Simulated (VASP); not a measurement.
## AlN: excitons from the Bethe-Salpeter equation

Aim: the optical spectrum of AlN with the electron-hole interaction. The cell is of the zinc-blende type, one of the forms listed for this formula. The start is a computed cell from the Materials Project.

Program: VASP 6.6.1. Level of theory: PBE; plane waves and PAW (Al_GW, N_GW), in the first sound run; inputs show where later runs differ. Results are calculated unless marked as measured.

Most raw output is cut from this account.

## 1. Starting point

The structure is cubic, space group F-43m (No. 216). The conventional cell has a = 4.368 Å, b = 4.368 Å, c = 4.368 Å, α = 90.00°, β = 90.00°, γ = 90.00°. Nearest to Al lie 4 N at 1.89 Å. Nearest to N lie 4 Al at 1.89 Å. Farther neighbours and most contacts between anions are not listed.

As a file:

```cif
data_structure
_symmetry_space_group_name_H-M 'F-43m'
_symmetry_Int_Tables_number 216
_cell_length_a 4.3680
_cell_length_b 4.3680
_cell_length_c 4.3680
_cell_angle_alpha 90.000
_cell_angle_beta 90.000
_cell_angle_gamma 90.000
_cell_volume 83.34
loop_
_atom_site_label
_atom_site_type_symbol
_atom_site_symmetry_multiplicity
_atom_site_Wyckoff_symbol
_atom_site_fract_x
_atom_site_fract_y
_atom_site_fract_z
_atom_site_occupancy
Al1 Al 4 a 0.00000 0.00000 0.00000 1
N1 N 4 d 0.25000 0.25000 0.75000 1
```

## 2. Ground state

The orbitals come from a self-consistent PBE run with a tight EDIFF and a narrow smearing. KPOINTS_OPT adds the bands along a path, which shows whether the mesh holds the band edges.

INCAR

```
SYSTEM = AlN
PREC = Accurate
ENCUT = 450
EDIFF = 1E-08
NELM = 100
ISMEAR = 0
SIGMA = 0.01
LREAL = .FALSE.
ALGO = Normal
GGA = PE
NBANDS = 10
LORBIT = 11
LWAVE = .TRUE.
LCHARG = .FALSE.
KPAR = 8
```

POSCAR

```
AlN
1.0
    0.0000000000      2.1839935596      2.1839935596
    2.1839935596      0.0000000000      2.1839935596
    2.1839935596      2.1839935596      0.0000000000
Al N
1 1
Direct
    0.0000000000      0.0000000000      0.0000000000
    0.2500000000      0.2500000000      0.2500000000
```

KPOINTS

```
Automatic mesh
0
Gamma
8 8 8
0 0 0
```

KPOINTS_OPT

```
Line mode
12
Line-mode
Reciprocal
  0.00000000   0.00000000   0.00000000 GAMMA
  0.50000000   0.00000000   0.50000000 X

  0.50000000   0.00000000   0.50000000 X
  0.50000000   0.25000000   0.75000000 W

  0.50000000   0.25000000   0.75000000 W
  0.37500000   0.37500000   0.75000000 K

  0.37500000   0.37500000   0.75000000 K
  0.00000000   0.00000000   0.00000000 GAMMA

  0.00000000   0.00000000   0.00000000 GAMMA
  0.50000000   0.50000000   0.50000000 L

  0.50000000   0.50000000   0.50000000 L
  0.62500000   0.25000000   0.62500000 U

  0.62500000   0.25000000   0.62500000 U
  0.50000000   0.25000000   0.75000000 W

  0.50000000   0.25000000   0.75000000 W
  0.50000000   0.50000000   0.50000000 L

  0.50000000   0.50000000   0.50000000 L
  0.37500000   0.37500000   0.75000000 K

  0.62500000   0.25000000   0.62500000 U
  0.50000000   0.00000000   0.50000000 X
```

Potentials, in the order of the species: Al_GW and N_GW (PBE family, release 64).

The run is started by

```bash
> mpirun -np 8 vasp_std
```

Run time: 5.4 s. Hardware: 8 MPI ranks of AMD EPYC 7R43, shared host; peak memory 0.95 GiB.

Numbers from this step:

```
free energy (TOTEN)               : -14.86 eV
Fermi energy                      : 5.009 eV
pressure                          : 2.430 GPa
least gap on mesh and path        : 3.316 eV
least direct gap on mesh and path : 4.188 eV
```

The highest empty bands on the path are converged less tightly, to about 0.1 eV. The electronic bands at the labelled points (eV, zero at the valence-band top; v1 is the highest filled band, c1 the lowest empty one):

```
          point     v3     v2     v1    c1     c2
              Γ   0.00   0.00   0.00  4.19  12.55
0.45 of the way  -2.58  -0.85  -0.85  6.11  10.50
              X  -4.91  -1.78  -1.78  3.32   8.61
0.45 of the way  -4.62  -2.31  -2.23  4.38   9.49
              W  -3.78  -3.44  -2.70  6.05  11.42
0.45 of the way  -4.08  -3.50  -2.07  5.70  10.58
              K  -4.26  -3.64  -1.37  5.16  10.10
0.45 of the way  -3.83  -1.76  -0.28  7.63   9.84
              Γ   0.00   0.00   0.00  4.19  12.55
0.55 of the way  -3.64  -0.29  -0.29  6.63  10.80
              L  -5.86  -0.48  -0.48  7.37   9.86
0.45 of the way  -5.41  -1.77  -0.78  7.41   8.95
              U  -4.26  -3.64  -1.37  5.16  10.10
0.45 of the way  -4.13  -3.54  -1.89  5.57  10.43
              W  -3.78  -3.44  -2.70  6.05  11.42
0.55 of the way  -5.27  -2.01  -1.00  7.31   9.03
              L  -5.86  -0.48  -0.48  7.37   9.86
0.55 of the way  -5.22  -2.20  -0.89  6.95   9.34
              K  -4.26  -3.64  -1.37  5.16  10.10
      jump to U  -4.26  -3.64  -1.37  5.16  10.10
0.55 of the way  -4.76  -2.37  -1.69  3.85   9.06
              X  -4.91  -1.78  -1.78  3.32   8.61
```

Of the projections kept (Al, N), the largest for each band there; the rest of the weight can lie on other orbitals:

```
point      v3      v2      v1       c1       c2
    Γ  N 0.85  N 0.85  N 0.85   N 0.71  Al 1.00
    X  N 0.58  N 0.75  N 0.75  Al 0.82  Al 1.00
    W  N 0.57  N 0.72  N 0.68   N 0.61   N 0.65
    K  N 0.58  N 0.66  N 0.77  Al 0.64  Al 0.57
    Γ  N 0.85  N 0.85  N 0.85   N 0.71  Al 1.00
    L  N 0.55  N 0.82  N 0.82  Al 0.65   N 0.82
```

The cell has a gap of 3.32 eV on mesh and path and a pressure of +2.4 GPa, which holds the misfit of the given cell and coordinates with this functional, and any error of cutoff, mesh and data sets.

## 3. Empty bands

ALGO = Exact makes the empty bands from the converged ground state in one step. LOPTICS writes the k-derivatives of the orbitals (WAVEDER), which give the long-wavelength limit of the screening.

INCAR

```
SYSTEM = AlN
PREC = Accurate
ENCUT = 450
ISMEAR = 0
SIGMA = 0.01
LREAL = .FALSE.
GGA = PE
NBANDS = 48
ALGO = Exact
NELM = 1
LWAVE = .TRUE.
LCHARG = .FALSE.
LOPTICS = .TRUE.
NEDOS = 1000
CSHIFT = 0.1
```

POSCAR is that of step 2.

KPOINTS is that of step 2.

The run is started by

```bash
> mpirun -np 8 vasp_std
```

Elapsed: 4.6 s, on 8 MPI ranks; peak memory 0.74 GiB; 31 s of CPU time.

The gap is read on the k-mesh alone, so it is an upper bound where the band edges lie off the mesh.

This step gave:

| Quantity | Value |
| --- | --- |
| gap on the k-mesh | 3.316 eV |
| least direct gap on the k-mesh | 4.188 eV |

WAVECAR now holds 48 bands for 8 electrons. Its independent-particle dielectric tensor has xx, yy, zz = 4.7, 4.7, 4.7 on this mesh, which isn't tested for convergence in mesh or bands and lacks local fields.

## 4. G0W0

This step: G0W0 on PBE; plane waves and PAW (Al_GW, N_GW) (VASP 6.6.1).

One pass of GW corrects the levels to first order, with G and W from the starting orbitals. LWAVE keeps the quasiparticle levels in WAVECAR, and the W files hold the screened interaction for the next step.

INCAR

```
SYSTEM = AlN
PREC = Accurate
ENCUT = 450
ISMEAR = 0
SIGMA = 0.01
LREAL = .FALSE.
GGA = PE
NBANDS = 48
ALGO = EVGW0
NELMGW = 1
ENCUTGW = 100
NOMEGA = 48
PRECFOCK = Fast
NBANDSGW = 16
LWAVE = .TRUE.
LCHARG = .FALSE.
```

POSCAR is that of step 3.

KPOINTS is that of step 3.

The run is started by

```bash
> mpirun -np 8 vasp_std
```

The job ended after 3.2 min (8 MPI ranks; peak memory 1.5 GiB; 26 min of CPU time).

This step gave:

| Item | Value |
| --- | --- |
| quasiparticle gap on the mesh | 4.452 eV |
| smallest direct quasiparticle gap on the mesh | 5.644 eV |
| gap of the starting orbitals on the mesh | 3.316 eV |

GW takes the gap from 3.316 to 4.452 eV. The value holds for 48 bands, ENCUTGW = 100 eV and this mesh, and isn't shown to be converged in them.

## 5. BSE, Tamm-Dancoff

This step: BSE on G0W0 on PBE; plane waves and PAW (Al_GW, N_GW) (VASP 6.6.1).

The Bethe-Salpeter equation adds the screened attraction of electron and hole to the quasiparticle pairs; ANTIRES = 0 leaves out the coupling to antiresonant pairs.

INCAR

```
SYSTEM = AlN
PREC = Accurate
ENCUT = 450
ISMEAR = 0
SIGMA = 0.01
LREAL = .FALSE.
GGA = PE
NBANDS = 48
ALGO = BSE
NBANDSO = 3
NBANDSV = 4
OMEGAMAX = 25
NEDOS = 1000
CSHIFT = 0.1
PRECFOCK = Fast
LWAVE = .FALSE.
LCHARG = .FALSE.
ENCUTGW = 100
ANTIRES = 0
```

POSCAR is that of step 4.

KPOINTS is that of step 4.

The run is started by

```bash
> mpirun -np 8 vasp_std
```

Run time: 2.4 min. Hardware: 8 MPI ranks; peak memory 3.7 GiB; 19 min of CPU time.

Numbers from this step:

```yaml
lowest_excitation: 5.196 eV
direct_gap_less_the_lowest_excitation: 0.4484 eV
```

The imaginary dielectric function, xx has structure finer than the step of the table below, so its rows give means over 0.5 eV, whole bins alone (the curve runs from 0 to 25 eV). Peaks (eV: height): 6.18: 10.6, 6.68: 14.3, 7.51: 11.9, 7.81: 13.0, 8.63: 10.8, 11.59: 8.66, 12.39: 5.67.

From 3 filled and 4 empty bands alone, without any pair above OMEGAMAX = 25 eV, so strength is missing wherever others contribute; lines are broadened by CSHIFT, which also makes the tail under the first line. Table of imaginary dielectric function, xx by photon energy; means over each step:

photon energy (eV), imaginary dielectric function, xx and a bar:
```
      0.5        0.0 
      1.0        0.0 
      1.5        0.0 
      2.0        0.0 
      2.5        0.0 
      3.0        0.1 
      3.5        0.1 
      4.0        0.1 
      4.5        0.2 #
      5.0        1.1 ###
      5.5        1.1 ###
      6.0        6.4 ###################
      6.5        8.6 #########################
      7.0        4.6 ##############
      7.5       10.1 ##############################
      8.0        7.4 ######################
      8.5        6.2 ##################
      9.0        5.0 ###############
      9.5        3.8 ###########
     10.0        2.4 #######
     10.5        3.9 ############
     11.0        3.8 ###########
     11.5        7.0 #####################
     12.0        4.1 ############
     12.5        4.4 #############
     13.0        4.4 #############
     13.5        3.7 ###########
     14.0        2.4 #######
     14.5        1.9 ######
     15.0        2.1 ######
     15.5        1.1 ###
     16.0        0.8 ##
     16.5        0.6 ##
     17.0        0.6 ##
     17.5        0.3 #
     18.0        0.2 #
     18.5        0.2 #
     19.0        0.1 
     19.5        0.1 
     20.0        0.0 
     20.5        0.0 
     21.0        0.0 
     21.5        0.0 
     22.0        0.0 
     22.5        0.0 
     23.0        0.0 
     23.5        0.0 
     24.0        0.0 
     24.5        0.0
```

Some of the lowest 40 states alone, with states under 2.5 meV apart joined, scaled to the strongest line shown. Exciton lines, with heights relative to the strongest:

```
position (eV)  lines merged  oscillator strength
        5.196             3                   18
        6.029             3                  0.0
        6.036             3                   45
        6.218             3                   64
        6.318             3                  0.0
        6.324             2                  0.0
        6.367             3                  0.0
        6.371             5                  0.0
        6.630             3                  0.0
        6.656             3                  100
        6.751             3                  0.0
        6.755             3                  0.0
```

The lowest excitation lies at 5.196 eV, -448 meV against the direct gap of these orbitals. No second mesh in this session tests these energies, peaks and heights.

## 6. Independent quasiparticles

This step: BSE on G0W0 on PBE, independent quasiparticles; plane waves and PAW (Al_GW, N_GW) (VASP 6.6.1).

With LADDER and LHARTREE off the pairs don't interact at all, so the lowest line must equal the direct gap.

Changes to INCAR since step 5:

```diff
@@ -19 +19,3 @@
 ANTIRES = 0
+LADDER = .FALSE.
+LHARTREE = .FALSE.
```

POSCAR is that of step 5.

KPOINTS is that of step 5.

The run is started by

```bash
> mpirun -np 8 vasp_std
```

Run time: 61 s. Hardware: 8 MPI ranks; peak memory 3.5 GiB.

This step gave:

```yaml
lowest_excitation: 5.644 eV
```

The imaginary dielectric function, xx has structure finer than the step of the table below, so its rows give means over 1 eV, whole bins alone (the curve runs from 0 to 25 eV). Peaks (eV: height): 7.3: 7.32, 8.6: 12.4, 9.2: 9.11, 10.1: 6.24, 12.3: 8.15, 13.5: 7.00, 14.3: 7.89.

From 3 filled and 4 empty bands alone, without any pair above OMEGAMAX = 25 eV, so strength is missing wherever others contribute; lines are broadened by CSHIFT, which also makes the tail under the first line. The imaginary dielectric function, xx by photon energy; means over each step:

```
photon energy (eV)  imaginary dielectric function, xx
                 1                            0.00633
                 2                             0.0138
                 3                             0.0243
                 4                             0.0429
                 5                              0.126
                 6                              0.629
                 7                               3.21
                 8                               3.89
                 9                               7.49
                10                               5.10
                11                               3.99
                12                               4.84
                13                               5.05
                14                               5.91
                15                               3.47
                16                               2.72
                17                               1.49
                18                              0.881
                19                              0.387
                20                              0.229
                21                             0.0557
                22                             0.0295
                23                             0.0157
                24                             0.0121
```

The lowest excitation lies at 5.644 eV, +448 meV against the Tamm-Dancoff singlet. No second mesh in this session tests these energies, peaks and heights.

## 7. Summary

This step: BSE on G0W0 on PBE; plane waves and PAW (VASP 6.6.1).

No new run; the numbers come from the runs before.

Cost is wall time times ranks on a shared host, for this step alone, without the steps before it. Excitations by level:

```
                     level  first excitation (eV)  cost (core minutes)
         BSE, Tamm-Dancoff                  5.196                19.07
independent quasiparticles                  5.644                 8.13
```

## 8. Results

| Quantity | Value |
| --- | --- |
| BSE, Tamm-Dancoff | lowest vertical excitation 5.196 eV; direct gap 5.644 eV |
| independent quasiparticles | lowest vertical excitation 5.644 eV; direct gap 5.644 eV |

In words: The Bethe-Salpeter equation puts the lowest vertical singlet excitation at 5.196 eV, 0.45 eV below the direct gap of 5.644 eV; the states within 10 meV of it carry 18 % of the strength of the strongest such group among the lowest 40 states. Attraction and local fields together move the centre of weight of eps2 xx over the computed range by -1.87 eV against the run of independent quasiparticles. The spectra were run on one mesh, so the distance from the gap isn't shown to be converged; coarse meshes tend to overstate it. Bands, response cutoff and mesh of the GW step weren't tested in this session. Only vertical pairs enter; the least gap on the mesh is indirect, 4.452 eV, and its phonon-assisted absorption is absent. Only the bands set by NBANDSO and NBANDSV form pairs, and any pair above OMEGAMAX = 25 eV is dropped, so the spectrum is that of this window; the window can cut degenerate bands. Not tabulated here, as repeats of values shown or as unfit to read for their mesh, reference level or band range: eps2 curves (empty bands); eps1 curves and static values (BSE, empty bands, independent quasiparticles); line lists of runs without attraction (independent quasiparticles).

[Lines on the potential files, build, host, timing and source positions are cut from VASP's logs without a mark.]

[Logs are printed without paths, hosts, clocks, repeated set-up lines and the standing remarks that a program may print on its own settings, such as how far it seeks lower states.]

[Hosts, paths, dates, database ids (printed as entryN), source tags and the programs' standing remarks are cut or masked in the printed files.]

[Pressures printed for these runs are not shown converged in the cutoff: they can be off by several GPa and have the wrong sign.]
